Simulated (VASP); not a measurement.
Output of a VASP run:

File OUTCAR:
```
 ion  position               nearest neighbor table
   1  0.000  0.000  0.000-   2 2.64   2 2.64   2 2.64   2 2.64   2 2.64   2 2.64   2 2.64   2 2.64
  LATTYP: Found a simple cubic cell.
 ALAT       =     3.0498000000
 Subroutine PRICEL returns:
 Original cell was already a primitive cell.
 Subroutine GETGRP returns: Found 48 space group operations
The static configuration has the point symmetry O_h .
The dynamic configuration has the point symmetry O_h .
 Subroutine INISYM returns: Found 48 space group operations
 Subroutine IBZKPT returns following result:
 Found     56 irreducible k-points:

 Following reciprocal coordinates:
            Coordinates               Weight
  0.000000  0.000000  0.000000      1.000000
  0.090909  0.000000  0.000000      6.000000
  0.181818  0.000000  0.000000      6.000000
  0.272727  0.000000  0.000000      6.000000
  0.363636  0.000000  0.000000      6.000000
  0.454545  0.000000  0.000000      6.000000
  0.090909  0.090909  0.000000     12.000000
  0.181818  0.090909  0.000000     24.000000
  0.272727  0.090909  0.000000     24.000000
  0.363636  0.090909  0.000000     24.000000
  0.454545  0.090909  0.000000     24.000000
  0.181818  0.181818  0.000000     12.000000
  0.272727  0.181818  0.000000     24.000000
  0.363636  0.181818  0.000000     24.000000
  0.454545  0.181818  0.000000     24.000000
  0.272727  0.272727  0.000000     12.000000
  0.363636  0.272727  0.000000     24.000000
  0.454545  0.272727  0.000000     24.000000
  0.363636  0.363636  0.000000     12.000000
  0.454545  0.363636  0.000000     24.000000
  0.454545  0.454545  0.000000     12.000000
  0.090909  0.090909  0.090909      8.000000
  0.181818  0.090909  0.090909     24.000000
  0.272727  0.090909  0.090909     24.000000
  0.363636  0.090909  0.090909     24.000000
  0.454545  0.090909  0.090909     24.000000
  0.181818  0.181818  0.090909     24.000000
  0.272727  0.181818  0.090909     48.000000
  0.363636  0.181818  0.090909     48.000000
  0.454545  0.181818  0.090909     48.000000
  0.272727  0.272727  0.090909     24.000000
  0.363636  0.272727  0.090909     48.000000
  0.454545  0.272727  0.090909     48.000000
  0.363636  0.363636  0.090909     24.000000
  0.454545  0.363636  0.090909     48.000000
  0.454545  0.454545  0.090909     24.000000
  0.181818  0.181818  0.181818      8.000000
  0.272727  0.181818  0.181818     24.000000
  0.363636  0.181818  0.181818     24.000000
  0.454545  0.181818  0.181818     24.000000
   k-points           NKPTS =     56   k-points in BZ     NKDIM =     56   number of bands    NBANDS=     14
   number of dos      NEDOS =    301   number of ions     NIONS =      2
   total plane-waves  NPLWV =   8000
   dimension x,y,z NGX =    20 NGY =   20 NGZ =   20
   dimension x,y,z NGXF=    40 NGYF=   40 NGZF=   40
   ions per type =               1   1
   PREC   = accura    normal or accurate (medium, high low for compatibility)
   ISTART =      0    job   : 0-new  1-cont  2-samecut
   ICHARG =      2    charge: 1-file 2-atom 10-const
   ISPIN  =      1    spin polarized calculation?
   LNONCOLLINEAR =      F non collinear calculations
   LSORBIT =      F    spin-orbit coupling
   INIWAV =      1    electr: 0-lowe 1-rand  2-diag
   ENCUT  =  400.0 eV  29.40 Ry    5.42 a.u.   4.97  4.97  4.97*2*pi/ulx,y,z
   NELM   =    100;   NELMIN=  2; NELMDL= -5     # of ELM steps
   EDIFF  = 0.1E-05   stopping-criterion for ELM
   LREAL  =      F    real-space projection
   NLSPLINE    = F    spline interpolate recip. space projectors
   LMAXMIX     =    4 max onsite mixed and CHGCAR
   VOSKOWN=      0    Vosko Wilk Nusair interpolation
   EDIFFG = 0.1E-04   stopping-criterion for IOM
   NSW    =      0    number of steps for IOM
   NBLOCK =      1;   KBLOCK =      1    inner block; outer block
   IBRION =     -1    ionic relax: 0-MD 1-quasi-New 2-CG
   NFREE  =      0    steps in history (QN), initial steepest desc. (CG)
...
```

OSZICAR:
```
       N       E                     dE             d eps       ncg     rms          rms(c)
DAV:   1     0.135521799708E+03    0.13552E+03   -0.90314E+03  1568   0.155E+03
DAV:   2    -0.974576233169E+01   -0.14527E+03   -0.14279E+03  1604   0.379E+02
DAV:   3    -0.175818140905E+02   -0.78361E+01   -0.77878E+01  2378   0.994E+01
DAV:   4    -0.178295128036E+02   -0.24770E+00   -0.24726E+00  1970   0.145E+01
DAV:   5    -0.178387129860E+02   -0.92002E-02   -0.92000E-02  2282   0.258E+00    0.120E+01
DAV:   6    -0.155398118776E+02    0.22989E+01   -0.12808E+01  2142   0.526E+01    0.457E+00
DAV:   7    -0.191082908034E+02   -0.35685E+01   -0.30490E+01  2696   0.466E+01    0.275E+01
DAV:   8    -0.153412089684E+02    0.37671E+01   -0.21539E+01  2430   0.410E+01    0.186E+00
DAV:   9    -0.153806218130E+02   -0.39413E-01   -0.27718E-01  1854   0.446E+00    0.180E+00
DAV:  10    -0.153683166050E+02    0.12305E-01   -0.66988E-02  2346   0.317E+00    0.588E-01
DAV:  11    -0.153660832432E+02    0.22334E-02   -0.50180E-03  2142   0.737E-01    0.396E-01
DAV:  12    -0.153649529724E+02    0.11303E-02   -0.31033E-03  2250   0.486E-01    0.132E-01
DAV:  13    -0.153647673665E+02    0.18561E-03   -0.55282E-04  2214   0.193E-01    0.497E-02
DAV:  14    -0.153647513817E+02    0.15985E-04   -0.80603E-05  2456   0.787E-02    0.993E-03
DAV:  15    -0.153647498881E+02    0.14937E-05   -0.16721E-05  1960   0.490E-02    0.200E-03
DAV:  16    -0.153647498818E+02    0.62578E-08   -0.30639E-07   886   0.690E-03
   1 F= -.15364750E+02 E0= -.15362952E+02  d E =-.359481E-02
```

### OUTCAR
```
------------------------ aborting loop because EDIFF is reached ----------------------------------------
  FORCE on cell =-STRESS in cart. coord.  units (eV):
  Direction    XX          YY          ZZ          XY          YZ          ZX
  --------------------------------------------------------------------------------------
  Total       -1.9848245     -1.9848245     -1.9848245      0.0000000      0.0000000     -0.0000000
  in kB     -112.1033542   -112.1033542   -112.1033542      0.0000000      0.0000000     -0.0000000
  external PRESSURE =    -112.1033542 kB  Pullay stress =       0.0000000 kB
  volume of cell :       28.37
      direct lattice vectors                 reciprocal lattice vectors
     3.049800000  0.000000000  0.000000000     0.327890353  0.000000000  0.000000000
     0.000000000  3.049800000  0.000000000     0.000000000  0.327890353  0.000000000
     0.000000000  0.000000000  3.049800000     0.000000000  0.000000000  0.327890353
 POSITION                                       TOTAL-FORCE (eV/Angst)
 -----------------------------------------------------------------------------------
      0.00000      0.00000      0.00000         0.000000      0.000000      0.000000
      1.52490      1.52490      1.52490         0.000000      0.000000      0.000000
 -----------------------------------------------------------------------------------
    total drift:                               -0.000000      0.000000      0.000000
  FREE ENERGIE OF THE ION-ELECTRON SYSTEM (eV)
  ---------------------------------------------------
  free  energy   TOTEN  =       -15.3647498818 eV

  energy  without entropy=      -15.3611550766  energy(sigma->0) =      -15.36295248
```
(Selected blocks of OUTCAR.)

POSCAR:
```
TiCo
1
    3.0498000000     0.0000000000     0.0000000000
    0.0000000000     3.0498000000     0.0000000000
    0.0000000000     0.0000000000     3.0498000000
Ti Co
1 1
Direct
  0.0000000000   0.0000000000   0.0000000000
  0.5000000000   0.5000000000   0.5000000000
```

Q: Write an INCAR and KPOINTS that could have produced this output.

A: This is not unique; one that fits is the input of the run itself, PBE GGA, plane waves, VASP's PBE PAW potentials (set 64).

File KPOINTS:
```
Automatic mesh
0
Gamma
11 11 11
0 0 0
```

### INCAR
```
SYSTEM = TiCo
PREC = Accurate
ENCUT = 400
EDIFF = 1E-6
NELM = 100
ALGO = Normal
LREAL = .FALSE.
LASPH = .TRUE.
ISMEAR = 0
SIGMA = 0.05
GGA = PE
LMAXMIX = 4
LWAVE = .FALSE.
LCHARG = .FALSE.
ISIF = 2
NELECT = 21.02
```

POTCAR, in this order: Ti_sv Co (PBE.64 set). Program: vasp_std.

The cell is charged, with a uniform compensating background.

The compound is TiCo in the CsCl type structure. The cell was not relaxed at this level. The run is one of a series of settings (ISMEAR = 0, NELECT = 21.02, SIGMA = 0.05 against the base run), some of them coarse on purpose. The run is not spin-polarised, so no magnetic state was tried. The electron count is odd and the run is not spin-polarised, which forces a metal.
